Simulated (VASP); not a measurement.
Input:

```xyz
6
Lattice="1.7432 -3.0193 0.0000 1.7432 3.0193 0.0000 0.0000 0.0000 14.6304" Properties=species:S:1:pos:R:3 pbc="T T T"
Te     1.7432     1.0064    12.7779
Te     1.7432    -1.0064     5.4627
Te     1.7432    -1.0064     1.8525
Te     1.7432     1.0064     9.1677
Mo     1.7432     1.0064     3.6576
Mo     1.7432    -1.0064    10.9728
```

Computed with AM05 GGA, VASP's PBE PAW potentials (set 64) (plane waves; VASP 6.6.1). Numerical set-up: 520 eV cut-off, 7×7×2 Γ-centred mesh, Gaussian smearing of 0.050 eV, potentials Te Mo_sv.

Without a dispersion term in the relaxation, distances and binding between the weakly bound layers, chains or molecules are unreliable, and so is what depends on them.

Problem. Predict the energy per atom (σ→0).

Solution. 
```yaml
energy per atom (σ→0): -6.289 eV/atom
```

The compound is MoTe2 in the 2H layered structure. It was relaxed first. The start is the result of an earlier pass.
